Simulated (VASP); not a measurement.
Output of a VASP run:

**OSZICAR**
```
       N       E                     dE             d eps       ncg     rms          rms(c)
DAV:   1     0.892007647548E+02    0.89201E+02   -0.58389E+03   260   0.920E+02
DAV:   2    -0.324492671680E+00   -0.89525E+02   -0.83904E+02   260   0.222E+02
DAV:   3    -0.560598456394E+01   -0.52815E+01   -0.52192E+01   368   0.632E+01
DAV:   4    -0.576526517579E+01   -0.15928E+00   -0.15922E+00   322   0.107E+01
DAV:   5    -0.576890885528E+01   -0.36437E-02   -0.36436E-02   356   0.152E+00    0.511E+00
DAV:   6    -0.569148066581E+01    0.77428E-01   -0.34201E+00   268   0.496E+01    0.335E+00
DAV:   7    -0.555483741982E+01    0.13664E+00   -0.75969E-01   290   0.292E+01    0.168E+00
DAV:   8    -0.555776516785E+01   -0.29277E-02   -0.48638E-02   371   0.359E+00    0.469E-01
DAV:   9    -0.555480380322E+01    0.29614E-02   -0.14644E-02   321   0.355E+00    0.151E-01
DAV:  10    -0.555497736696E+01   -0.17356E-03   -0.71310E-04   310   0.229E-01    0.606E-02
DAV:  11    -0.555500417040E+01   -0.26803E-04   -0.38421E-04   310   0.562E-01    0.318E-02
DAV:  12    -0.555500181079E+01    0.23596E-05   -0.30387E-05   405   0.102E-01    0.270E-02
DAV:  13    -0.555499989535E+01    0.19154E-05   -0.27552E-06   280   0.456E-02    0.137E-02
DAV:  14    -0.555499984517E+01    0.50177E-07   -0.88051E-06   384   0.718E-02
   1 F= -.55549998E+01 E0= -.55549998E+01  d E =-.204441E-14
```

**OUTCAR**
```
------------------------ aborting loop because EDIFF is reached ----------------------------------------
  FORCE on cell =-STRESS in cart. coord.  units (eV):
  Direction    XX          YY          ZZ          XY          YZ          ZX
  --------------------------------------------------------------------------------------
  Total       -0.0734977     -0.0734977     -0.0734977     -0.0000000     -0.0000000     -0.0000000
  in kB       -2.1073919     -2.1073919     -2.1073919     -0.0000000     -0.0000000     -0.0000000
  external PRESSURE =      -2.1073919 kB  Pullay stress =       0.0000000 kB
  volume of cell :       55.88
      direct lattice vectors                 reciprocal lattice vectors
     0.000000000  3.034378000  3.034378000    -0.164778416  0.164778416  0.164778416
     3.034378000  0.000000000  3.034378000     0.164778416 -0.164778416  0.164778416
     3.034378000  3.034378000  0.000000000     0.164778416  0.164778416 -0.164778416
  FREE ENERGIE OF THE ION-ELECTRON SYSTEM (eV)
  ---------------------------------------------------
  free  energy   TOTEN  =        -5.5549998452 eV

  energy  without entropy=       -5.5549998452  energy(sigma->0) =       -5.55499985
```
(Selected blocks of OUTCAR.)

POSCAR:
```
CuI
1
    0.0000000000     3.0343780000     3.0343780000
    3.0343780000     0.0000000000     3.0343780000
    3.0343780000     3.0343780000     0.0000000000
Cu I
1 1
Direct
  0.0000000000   0.0000000000   0.0000000000
  0.2500000000   0.2500000000   0.2500000000
```

### Question
Write an INCAR and KPOINTS that could have produced this output.

### Answer
One answer among several that fit: the input of the run itself, PBE GGA, plane waves, VASP's PBE PAW potentials (set 64).

INCAR:
```
ALGO=Normal
EDIFF=1E-6
ENCUT=300
GGA=PE
ISIF=2
ISMEAR=0
LASPH=.TRUE.
LCHARG=.FALSE.
LMAXMIX=4
LREAL=.FALSE.
LWAVE=.FALSE.
NELM=100
PREC=Accurate
SIGMA=0.02
SYSTEM=CuI
```

**KPOINTS**
```
Automatic mesh
0
Gamma
5 5 5
```

POTCAR, in this order: Cu I (PBE.64 set). Program: vasp_std.

At this cut-off the stress carries a Pulay error, which pulls relaxed volumes low.

The structure is a typed CuI crystal. The cell was not relaxed at this level.
